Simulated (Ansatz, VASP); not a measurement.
# Si4Sb in VASP and in Ansatz

```xyz
5
Lattice="-2.8524 2.8524 2.8524 2.8524 -2.8524 2.8524 2.8524 2.8524 -2.8524" Properties=species:S:1:pos:R:3 pbc="T T T"
Si    1.4262    1.4262   -1.4262
Si    1.4262   -1.4262    1.4262
Si   -1.4262    1.4262    1.4262
Si    1.4262    1.4262    1.4262
Sb    0.0000    0.0000    0.0000
```

Change from the starting cell: species swapped into the CrGa4 type (Im-3m, No. 229).

Alike in both runs: task single point; functional PBE; k mesh 4 × 4 × 4; occupations gaussian, width 0.1 eV; no spin polarisation.

```csv
,VASP,Ansatz
version,VASP 6.6.1,Ansatz 0.2.0
potentials or method,"VASP PAW PBE potentials, release 64 (Si, Sb)","scalar-relativistic, plane waves, PAW"
plane-wave cutoff (eV),520,420
valence electrons in the cell,21,31
```

|  | VASP | Ansatz | Ansatz less VASP |
| --- | --- | --- | --- |
| gap on the k mesh at the Fermi level (eV) | none | none | - |
| pressure (GPa) | 21.4 | 20.6 | -0.74 |

A gap of «none» marks a metal or a gap that the smearing closes. With one functional, cell and mesh, what is left measures potentials, basis and numerics. The two sets of potentials don't hold the same shells in valence.

Caveats: the k mesh is coarse (spacing up to 0.39 Å⁻¹), so the values aren't converged; so large a pressure means that the cell lies far from this level's equilibrium, or that cutoff or potentials fall short (VASP). Spin-orbit coupling is left out, which matters for the levels of Sb.
